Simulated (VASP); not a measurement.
**Ti: relaxation of cell and atoms with PBE**

Ti:

```
CELL_PARAMETERS angstrom
2.95000 0.00000 0.00000
-1.47500 2.55477 0.00000
0.00000 0.00000 4.68000
ATOMIC_POSITIONS crystal
Ti 0.33333 0.66667 0.25000
Ti 0.66667 0.33333 0.75000
```

| Quantity | Value |
| --- | --- |
| Program | VASP 6.6.1 |
| Task | relaxation of cell and atoms |
| Functional | PBE |
| Potentials or basis | VASP PAW PBE potentials, release 64 (Ti) |
| Cutoff | 300 eV |
| k mesh | 8 × 8 × 4 |
| Occupations | methfessel-paxton, width 0.1 eV |
| Spin | no spin polarisation |
| Further INCAR settings | ALGO = Normal; EDIFF = 1e-06; IBRION = 2; EDIFFG = -0.01; NSW = 90; ISIF = 3 |

```yaml
Relaxed_volume: 17.08 Å³/atom
Relaxed_cell: a = 2.927 Å, b = 2.927 Å, c = 4.607 Å, α = 90.00°, β = 90.00°, γ = 120.00°
Space_group_after_relaxing_to_0.05_Å: P6_3/mmc (No. 194)
Energy_gained_by_relaxing: 6.5 meV/atom
Ionic_steps: 5
Pressure_after_relaxing: 0.0 GPa
Band_gap_on_the_k_mesh: none (metal or under the smearing width)
```

Step by step:
```csv
step,energy change (eV),largest force (eV/Å),pressure (GPa),volume (Å³)
1,0.0000,0.0000,-3.51,35.27
2,-0.0050,0.0000,3.08,33.33
3,-0.0127,0.0000,0.04,34.16
4,-0.0129,0.0000,0.02,34.17
5,-0.0129,0.0000,0.02,34.17
```

Final structure:
```cif
data_structure
_symmetry_space_group_name_H-M 'P 1'
_symmetry_Int_Tables_number 1
_cell_length_a 2.9265
_cell_length_b 2.9265
_cell_length_c 4.6066
_cell_angle_alpha 90.000
_cell_angle_beta 90.000
_cell_angle_gamma 120.000
_cell_volume 34.17
loop_
_atom_site_label
_atom_site_type_symbol
_atom_site_fract_x
_atom_site_fract_y
_atom_site_fract_z
_atom_site_occupancy
Ti1 Ti 0.33333 0.66667 0.25000 1
Ti2 Ti 0.66667 0.33333 0.75000 1
```

Levels at points of the mesh, in eV from the Fermi level:
| k point | band 2 | band 3 | band 4 | band 5 | band 6 | band 7 |
| --- | --- | --- | --- | --- | --- | --- |
| (0.00, 0.00, 0.00) | -2.75 | 0.69 | 0.69 | 0.79 | 0.84 | 1.20 |
| (0.50, 0.00, 0.00) | -2.25 | -1.93 | -0.68 | 0.36 | 0.58 | 1.12 |
| (0.00, 0.00, 0.50) | -4.33 | 0.04 | 0.04 | 0.58 | 0.58 | 0.58 |
| (0.50, 0.00, 0.50) | -2.62 | -0.88 | -0.88 | 1.27 | 1.27 | 1.64 |

Run time: 11 s on 1 thread of Intel(R) Xeon(R) 6975P-C (Granite Rapids), with other jobs on the host, peak memory 0.12 GiB.
